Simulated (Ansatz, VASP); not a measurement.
## Cross-check of ZrB2 between VASP and Ansatz

Aim: how closely do two programs agree when they are given the same cell, functional and k mesh? The cell is taken from a series of runs on this material, whose earlier steps may have relaxed, scaled, displaced or heated it; both programs get it as it stands.

Main program and level: Ansatz 0.2.0; plane waves, with VASP 6.6.1 beside it; zone-centre phonons at PBEsol.

## 1. The structure

It takes space group P6/mmm (No. 191, hexagonal). Conventional cell: a = 3.175 Å, b = 3.175 Å, c = 3.402 Å, α = 90.00°, β = 90.00°, γ = 120.00°. Nearest to B lie 3 B at 1.83 Å and 6 Zr at 2.50 Å. Nearest to Zr lie 12 B at 2.50 Å. Farther neighbours are not listed.

Coordinates:

```
B Zr
1.0
     3.17517    0.00000    0.00000
    -1.58759    2.74978    0.00000
     0.00000    0.00000    3.40221
B Zr
2 1
Direct
  0.33333 0.66667 0.50000
  0.66667 0.33333 0.50000
  0.00000 0.00000 0.00000
```

## 2. VASP: zone-centre phonons, PBEsol

Second derivatives magnify differences that forces hide, and they need a tight electronic threshold.

Lines of VASP's logs that name or quote its potential files are left out, and so is its time.

Input file INCAR:

```
SYSTEM = ZrB2
PREC = Accurate
ENCUT = 500
EDIFF = 1E-08
NELM = 120
ISMEAR = 1
SIGMA = 0.2
LREAL = .FALSE.
ALGO = Normal
GGA = PS
NBANDS = 15
LASPH = .TRUE.
LORBIT = 11
LWAVE = .FALSE.
LCHARG = .FALSE.
ISIF = 2
IBRION = 8
GGA_COMPAT = .FALSE.
KPAR = 2
```

Input file POSCAR:

```
ZrB2
1.0
    3.1751733023      0.0000000000      0.0000000000
   -1.5875866511      2.7497807412      0.0000000000
    0.0000000000      0.0000000000      3.4022126272
B Zr
2 1
Direct
    0.3333333333      0.6666666667      0.5000000000
    0.6666666667      0.3333333333      0.5000000000
    0.0000000000      0.0000000000      0.0000000000
```

Input file KPOINTS:

```
Automatic mesh
0
Gamma
15 15 12
0 0 0
```

PAW data sets: B and Zr_sv (PBE family, release 64).

Command:

```
$ mpirun -np 2 vasp_std
```

Numbers of over 12 decimals in the logs are rounded to 6 here.

Log:

```text
[banner, memory and clock lines left out]
running    2 mpi-ranks, on    1 nodes
 distrk:  each k-point on    1 cores,    2 groups
 distr:  one band on    1 cores,    1 groups

 POSCAR found type information on POSCAR B Zr
 POSCAR found :  2 types and       3 ions
|                                                                             |
|               ----> ADVICE to this user running VASP <----                  |
|                                                                             |
|     You enforced a specific xc type in the INCAR file but a different       |
|     [... a line on the potential file left out ...]
|     I HOPE YOU KNOW WHAT YOU ARE DOING!                                     |
|                                                                             |

 LDA part: xc-table for (Slater+PW92), standard interpolation
 POSCAR, INCAR and KPOINTS ok, starting setup
 FFT: planning ... GRIDC
 FFT: planning ... GRID_SOFT
 FFT: planning ... GRID
 WAVECAR not read
 entering main loop
       N       E                     dE             d eps       ncg     rms          rms(c)
DAV:   1     0.101071272149E+03    0.10107E+03   -0.95712E+03  5678   0.117E+03
DAV:   2    -0.246121659844E+02   -0.12568E+03   -0.12106E+03  7091   0.302E+02
DAV:   3    -0.287419496249E+02   -0.41298E+01   -0.41110E+01  9060   0.476E+01
DAV:   4    -0.288103414395E+02   -0.68392E-01   -0.68380E-01  6545   0.573E+00
DAV:   5    -0.288124020369E+02   -0.20606E-02   -0.20606E-02  8819   0.634E-01    0.245E+01
DAV:   6    -0.264242414364E+02    0.23882E+01   -0.53802E+00  7091   0.166E+01    0.102E+01
DAV:   7    -0.263684819639E+02    0.55759E-01   -0.72117E-01  8548   0.548E+00    0.339E+00
DAV:   8    -0.263690666947E+02   -0.58473E-03   -0.10236E-01  6810   0.282E+00    0.552E-01
DAV:   9    -0.263651442180E+02    0.39225E-02   -0.18471E-02  7008   0.111E+00    0.164E-01
DAV:  10    -0.263649909986E+02    0.15322E-03   -0.89232E-04  6651   0.283E-01    0.421E-02
DAV:  11    -0.263649898126E+02    0.11859E-05   -0.48844E-05  8170   0.638E-02    0.141E-02
DAV:  12    -0.263649882527E+02    0.15599E-05   -0.32838E-06  7868   0.137E-02    0.426E-03
DAV:  13    -0.263649881103E+02    0.14237E-06   -0.47965E-07  8309   0.563E-03    0.187E-03
DAV:  14    -0.263649880186E+02    0.91731E-07   -0.49920E-08  6566   0.219E-03    0.302E-04
DAV:  15    -0.263649880019E+02    0.16663E-07   -0.22605E-09  3304   0.433E-04    0.122E-04
DAV:  16    -0.263649879956E+02    0.63199E-08   -0.79170E-10  3038   0.242E-04
   1 F= -.26364988E+02 E0= -.26365025E+02  d E =0.111335E-03
 Linear response reoptimize wavefunctions to high precision
DAV:   1    -0.263649879949E+02    0.65529E-09   -0.23088E-10  3857   0.991E-05
DAV:   2    -0.263649879950E+02   -0.36380E-11   -0.85804E-11  3017   0.495E-05
 Linear response DOF=           4
 Linear response progress:
  Degree of freedom:   1/  4
       N       E                     dE             d eps       ncg     rms          rms(c)
RMM:   1    -0.476674879402E-01   -0.47667E-01   -0.22735E-02 57803   0.106E+00
RMM:   2    -0.427142213778E-01    0.49533E-02   -0.22416E-03 47389   0.251E-01    0.144E-01
RMM:   3    -0.426614688637E-01    0.52753E-04   -0.68758E-04 45243   0.129E-01    0.711E-02
RMM:   4    -0.431225662425E-01   -0.46110E-03   -0.42398E-04 44825   0.101E-01    0.857E-03
RMM:   5    -0.431281894342E-01   -0.56232E-05   -0.53425E-05 52705   0.287E-02    0.238E-03
RMM:   6    -0.431297446055E-01   -0.15552E-05   -0.10093E-05 55846   0.103E-02    0.123E-03
RMM:   7    -0.431262117373E-01    0.35329E-05   -0.21168E-06 56719   0.464E-03    0.303E-04
RMM:   8    -0.431281265116E-01   -0.19148E-05   -0.78744E-07 58374   0.212E-03    0.152E-04
RMM:   9    -0.431275686337E-01    0.55788E-06   -0.65081E-08 58941   0.990E-04    0.347E-05
RMM:  10    -0.431277408045E-01   -0.17217E-06   -0.15068E-07 58883   0.485E-04    0.255E-05
RMM:  11    -0.431275903163E-01    0.15049E-06   -0.53807E-10 58874   0.243E-04    0.887E-06
RMM:  12    -0.431275912828E-01   -0.96653E-09   -0.51048E-08 59348   0.125E-04    0.637E-06
 first order change of Fermi-energy   0.22651E-04
 force on displaced ion       1 direction 1 : -15.135  -0.001   0.000
 Linear response progress:
  Degree of freedom:   2/  4
       N       E                     dE             d eps       ncg     rms          rms(c)
RMM:   1    -0.468700653873E-01   -0.46870E-01   -0.31135E-03 20178   0.111E+00
RMM:   2    -0.443480234064E-01    0.25220E-02   -0.18084E-03 16296   0.244E-01    0.117E-01
RMM:   3    -0.443356454837E-01    0.12378E-04   -0.80907E-04 15873   0.138E-01    0.543E-02
RMM:   4    -0.447306243424E-01   -0.39498E-03   -0.32836E-04 16810   0.895E-02    0.113E-02
RMM:   5    -0.447957327242E-01   -0.65108E-04   -0.53589E-05 18464   0.334E-02    0.366E-03
RMM:   6    -0.448066947869E-01   -0.10962E-04   -0.11825E-05 19288   0.130E-02    0.798E-04
RMM:   7    -0.448001133056E-01    0.65815E-05   -0.27603E-06 19791   0.562E-03    0.238E-04
RMM:   8    -0.448010532611E-01   -0.93996E-06   -0.17619E-06 19611   0.273E-03    0.127E-04
RMM:   9    -0.448002168972E-01    0.83636E-06   -0.15960E-06 19541   0.140E-03    0.971E-05
RMM:  10    -0.448007426262E-01   -0.52573E-06   -0.88604E-07 19845   0.771E-04    0.793E-06
RMM:  11    -0.448007539729E-01   -0.11347E-07   -0.46193E-07 21041   0.379E-04    0.133E-05
RMM:  12    -0.448007502848E-01    0.36881E-08   -0.24884E-07 20752   0.192E-04    0.935E-06
RMM:  13    -0.448007375183E-01    0.12766E-07   -0.11968E-07 20713   0.997E-05    0.671E-06
RMM:  14    -0.448007460221E-01   -0.85038E-08   -0.66409E-08 20690   0.528E-05    0.360E-06
 first order change of Fermi-energy  -0.12496E-03
 force on displaced ion       1 direction 3 :   0.000  -0.000 -10.875
 Linear response progress:
  Degree of freedom:   3/  4
       N       E                     dE             d eps       ncg     rms          rms(c)
RMM:   1    -0.689127709502E+00   -0.68913E+00    0.29788E+00 15513   0.150E+01
RMM:   2    -0.632178808092E+00    0.56949E-01   -0.18748E-01 21322   0.284E+00    0.178E-01
RMM:   3    -0.633580006591E+00   -0.14012E-02   -0.32163E-02 25621   0.862E-01    0.574E-02
RMM:   4    -0.635167777567E+00   -0.15878E-02   -0.56965E-03 31685   0.304E-01    0.310E-02
RMM:   5    -0.635635046165E+00   -0.46727E-03   -0.98255E-04 31744   0.117E-01    0.182E-02
RMM:   6    -0.635601539758E+00    0.33506E-04   -0.14847E-04 31643   0.531E-02    0.460E-03
RMM:   7    -0.635588924060E+00    0.12616E-04   -0.44695E-05 32821   0.256E-02    0.376E-03
RMM:   8    -0.635581588645E+00    0.73354E-05   -0.13500E-05 33024   0.142E-02    0.979E-04
RMM:   9    -0.635588266670E+00   -0.66780E-05   -0.10695E-05 33530   0.849E-03    0.231E-04
RMM:  10    -0.635588886774E+00   -0.62010E-06   -0.86963E-06 34051   0.550E-03    0.140E-04
RMM:  11    -0.635589436608E+00   -0.54983E-06   -0.56214E-06 35097   0.389E-03    0.189E-04
RMM:  12    -0.635585955842E+00    0.34808E-05   -0.49346E-06 33164   0.300E-03    0.228E-04
RMM:  13    -0.635587696869E+00   -0.17410E-05   -0.35511E-06 32271   0.235E-03    0.170E-04
RMM:  14    -0.635592996383E+00   -0.52995E-05   -0.32451E-06 30705   0.200E-03    0.787E-05
[...]
RMM:  25    -0.635599851117E+00    0.52011E-07   -0.67298E-07 30244   0.399E-04    0.432E-05
RMM:  26    -0.635599900211E+00   -0.49094E-07   -0.61902E-07 26071   0.359E-04    0.483E-05
RMM:  27    -0.635599868967E+00    0.31244E-07   -0.54652E-07 26411   0.325E-04    0.549E-05
RMM:  28    -0.635599914790E+00   -0.45823E-07   -0.50641E-07 24135   0.295E-04    0.589E-05
RMM:  29    -0.635599887027E+00    0.27763E-07   -0.44768E-07 23972   0.268E-04    0.642E-05
RMM:  30    -0.635599929131E+00   -0.42104E-07   -0.41794E-07 22762   0.245E-04    0.674E-05
RMM:  31    -0.635599913674E+00    0.15457E-07   -0.37400E-07 19186   0.224E-04    0.716E-05
RMM:  32    -0.635599936441E+00   -0.22767E-07   -0.34842E-07 17874   0.205E-04    0.746E-05
 first order change of Fermi-energy   0.11021E-03
 force on displaced ion       3 direction 1 : -15.079   0.000   0.000
 Linear response progress:
  Degree of freedom:   4/  4
       N       E                     dE             d eps       ncg     rms          rms(c)
RMM:   1    -0.748971310286E+00   -0.74897E+00    0.27553E+00  6621   0.149E+01
RMM:   2    -0.690578142080E+00    0.58393E-01   -0.16639E-01  8827   0.270E+00    0.203E-01
RMM:   3    -0.693689870362E+00   -0.31117E-02   -0.35758E-02 10374   0.806E-01    0.656E-02
RMM:   4    -0.696046876779E+00   -0.23570E-02   -0.72905E-03 12004   0.289E-01    0.382E-02
RMM:   5    -0.696327568914E+00   -0.28069E-03   -0.10635E-03 12618   0.105E-01    0.238E-02
RMM:   6    -0.696185724060E+00    0.14184E-03   -0.12987E-04 12650   0.489E-02    0.466E-03
RMM:   7    -0.696240749692E+00   -0.55026E-04   -0.35860E-05 12982   0.223E-02    0.445E-03
RMM:   8    -0.696227419877E+00    0.13330E-04   -0.27939E-05 13271   0.120E-02    0.120E-03
RMM:   9    -0.696230870051E+00   -0.34502E-05   -0.19489E-05 13748   0.690E-03    0.852E-04
RMM:  10    -0.696233837107E+00   -0.29671E-05   -0.14961E-05 13289   0.495E-03    0.363E-04
RMM:  11    -0.696233837456E+00   -0.34910E-09   -0.11057E-05 13212   0.337E-03    0.483E-05
RMM:  12    -0.696234442021E+00   -0.60456E-06   -0.10152E-05 14196   0.243E-03    0.948E-05
RMM:  13    -0.696233982450E+00    0.45957E-06   -0.69601E-06 13691   0.182E-03    0.135E-04
RMM:  14    -0.696235123792E+00   -0.11413E-05   -0.60176E-06 13044   0.145E-03    0.626E-05
[...]
RMM:  29    -0.696240467922E+00   -0.18865E-07   -0.41364E-07  7815   0.975E-05    0.528E-06
RMM:  30    -0.696240457002E+00    0.10920E-07   -0.27199E-07  7095   0.842E-05    0.655E-06
RMM:  31    -0.696240466160E+00   -0.91581E-08   -0.29905E-07  6841   0.729E-05    0.750E-06
RMM:  32    -0.696240459878E+00    0.62821E-08   -0.19560E-07  6570   0.633E-05    0.836E-06
RMM:  33    -0.696240464037E+00   -0.41589E-08   -0.21716E-07  6375   0.550E-05    0.914E-06
RMM:  34    -0.696240459985E+00    0.40516E-08   -0.14157E-07  6176   0.480E-05    0.978E-06
RMM:  35    -0.696240463464E+00   -0.34785E-08   -0.15681E-07  6010   0.419E-05    0.104E-05
RMM:  36    -0.696240460277E+00    0.31867E-08   -0.10192E-07  5902   0.367E-05    0.109E-05
 first order change of Fermi-energy   0.59962E-03
 force on displaced ion       3 direction 3 :   0.000  -0.000 -16.918
 Linear response finished
```

OUTCAR, selected parts (step 2):

```text
ion  position               nearest neighbor table
   1  0.333  0.667  0.500-   2 1.83   2 1.83   2 1.83   3 2.50   3 2.50   3 2.50   3 2.50   3 2.50
                             3 2.50
   2  0.667  0.333  0.500-   1 1.83   1 1.83   1 1.83   3 2.50   3 2.50   3 2.50   3 2.50   3 2.50
                             3 2.50
   3  0.000  0.000  0.000-   1 2.50   2 2.50   1 2.50   2 2.50   1 2.50   1 2.50   2 2.50   2 2.50
                             2 2.50   2 2.50   1 2.50   1 2.50

  LATTYP: Found a hexagonal cell.
 ALAT       =     3.1751733023
 C/A-ratio  =     1.0715045458

 Subroutine GETGRP returns: Found 24 space group operations
 (whereof 24 operations were pure point group operations)

The static configuration has the point symmetry D_6h.

 Found    189 irreducible k-points:

   k-points           NKPTS =    189   k-points in BZ     NKDIM =    189   number of bands    NBANDS=     15

   dimension x,y,z NGX =    24 NGY =   24 NGZ =   28
   dimension x,y,z NGXF=    48 NGYF=   48 NGZF=   56

   ENCUT  =  500.0 eV  36.75 Ry    6.06 a.u.   5.79  5.79  6.20*2*pi/ulx,y,z

   NELECT =      18.0000    total number of electrons

 k-points in reciprocal lattice and weights: Automatic mesh
   0.00000000  0.00000000  0.00000000       0.000
   0.06666667  0.00000000  0.00000000       0.002
   0.13333333  0.00000000  0.00000000       0.002
   0.20000000  0.00000000  0.00000000       0.002
   0.26666667  0.00000000  0.00000000       0.002
   0.33333333  0.00000000  0.00000000       0.002
   0.40000000  0.00000000  0.00000000       0.002
   0.46666667  0.00000000  0.00000000       0.002
   0.06666667  0.06666667  0.00000000       0.002
[...]
0.33333333  0.26666667  0.50000000       0.004
   0.33333333  0.33333333  0.50000000       0.001

 average (electrostatic) potential at core
       1 -21.7567       2 -21.7567       3 -71.9803

  Total        0.0654658      0.0654658      2.3952725      0.0000000     -0.0000000      0.0000000
  in kB        3.5310048      3.5310048    129.1928732      0.0000000     -0.0000000      0.0000000
  external PRESSURE =      45.4182943 kB  Pullay stress =       0.0000000 kB

  energy-cutoff  :      500.00
  volume of cell :       29.70
      direct lattice vectors                 reciprocal lattice vectors
     3.175173302  0.000000000  0.000000000     0.314943439  0.181832679  0.000000000
    -1.587586651  2.749780741  0.000000000     0.000000000  0.363665359  0.000000000
     0.000000000  0.000000000  3.402212627     0.000000000  0.000000000  0.293926368

 POSITION                                       TOTAL-FORCE (eV/Angst)
 -----------------------------------------------------------------------------------
     -0.00000      1.83319      1.70111         0.000000      0.000000     -0.000000
      1.58759      0.91659      1.70111        -0.000000     -0.000000      0.000000
      0.00000      0.00000      0.00000        -0.000000      0.000000     -0.000000
 -----------------------------------------------------------------------------------
    total drift:                               -0.000000      0.000000      0.000000

 Eigenvectors and eigenvalues of the dynamical matrix
 ----------------------------------------------------

   1 f  =   22.673761 THz   142.463445 2PiTHz  756.315271 cm-1    93.771100 meV
             X         Y         Z           dx          dy          dz
     -0.000000  1.833187  1.701106    -0.546524   -0.448677    0.000000
      1.587587  0.916594  1.701106     0.546524    0.448677   -0.000000
      0.000000  0.000000  0.000000    -0.000000   -0.000000    0.000000

   2 f  =   22.673761 THz   142.463445 2PiTHz  756.315271 cm-1    93.771100 meV
             X         Y         Z           dx          dy          dz
     -0.000000  1.833187  1.701106    -0.448677    0.546524   -0.000000
      1.587587  0.916594  1.701106     0.448677   -0.546524    0.000000
      0.000000  0.000000  0.000000     0.000000    0.000000    0.000000

   3 f  =   17.335309 THz   108.920961 2PiTHz  578.243676 cm-1    71.693046 meV
             X         Y         Z           dx          dy          dz
     -0.000000  1.833187  1.701106    -0.000000   -0.000000   -0.707107
      1.587587  0.916594  1.701106    -0.000000   -0.000000    0.707107
      0.000000  0.000000  0.000000     0.000000    0.000000    0.000000

   4 f  =   15.379322 THz    96.631130 2PiTHz  512.998961 cm-1    63.603736 meV
             X         Y         Z           dx          dy          dz
     -0.000000  1.833187  1.701106     0.000000    0.000000    0.635757
      1.587587  0.916594  1.701106     0.000000    0.000000    0.635757
      0.000000  0.000000  0.000000    -0.000000   -0.000000   -0.437752

   5 f  =   14.512738 THz    91.186224 2PiTHz  484.092839 cm-1    60.019836 meV
             X         Y         Z           dx          dy          dz
     -0.000000  1.833187  1.701106    -0.491323   -0.403358    0.000000
      1.587587  0.916594  1.701106    -0.491323   -0.403358   -0.000000
      0.000000  0.000000  0.000000     0.338501    0.277897   -0.000000

   6 f  =   14.512738 THz    91.186224 2PiTHz  484.092839 cm-1    60.019836 meV
             X         Y         Z           dx          dy          dz
     -0.000000  1.833187  1.701106    -0.403358    0.491323   -0.000000
      1.587587  0.916594  1.701106    -0.403358    0.491323   -0.000000
      0.000000  0.000000  0.000000     0.277897   -0.338501    0.000000

   7 f/i=    0.000401 THz     0.002523 2PiTHz    0.013392 cm-1     0.001660 meV
             X         Y         Z           dx          dy          dz
     -0.000000  1.833187  1.701106    -0.000000   -0.000000    0.309537
      1.587587  0.916594  1.701106    -0.000000   -0.000000    0.309537
      0.000000  0.000000  0.000000    -0.000000   -0.000000    0.899096

   8 f/i=    0.003744 THz     0.023521 2PiTHz    0.124870 cm-1     0.015482 meV
             X         Y         Z           dx          dy          dz
     -0.000000  1.833187  1.701106    -0.228659   -0.208854   -0.000000
      1.587587  0.916594  1.701106    -0.228659   -0.208854   -0.000000
      0.000000  0.000000  0.000000    -0.663781   -0.606289   -0.000000

   9 f/i=    0.003744 THz     0.023521 2PiTHz    0.124870 cm-1     0.015482 meV
             X         Y         Z           dx          dy          dz
     -0.000000  1.833187  1.701106    -0.208854    0.228659    0.000000
      1.587587  0.916594  1.701106    -0.208854    0.228659    0.000000
      0.000000  0.000000  0.000000    -0.606289    0.663781    0.000000

 ELASTIC MODULI CONTR FROM IONIC RELAXATION (kBar)
 Direction    XX          YY          ZZ          XY          YZ          ZX
 --------------------------------------------------------------------------------
 XX         -37.0229     37.0229     -0.0000     -0.0000      0.0000      0.0000
 YY          37.0229    -37.0229      0.0000     -0.0000     -0.0000      0.0000
 ZZ          -0.0000      0.0000     -0.0000     -0.0000      0.0000      0.0000
 XY          -0.0000     -0.0000     -0.0000    -37.0229      0.0000      0.0000
 YZ           0.0000     -0.0000      0.0000      0.0000     -0.0000      0.0000
 ZX           0.0000      0.0000      0.0000      0.0000      0.0000      0.0000
 --------------------------------------------------------------------------------
```

[end of part 1 of 2]

[Lines on the potential files, build, host, timing and source positions are cut from VASP's logs without a mark.]

[Logs are printed without paths, hosts, clocks, repeated set-up lines and the standing remarks that a program may print on its own settings, such as how far it seeks lower states.]

[Hosts, paths, dates, database ids (printed as entryN), source tags and the programs' standing remarks are cut or masked in the printed files.]
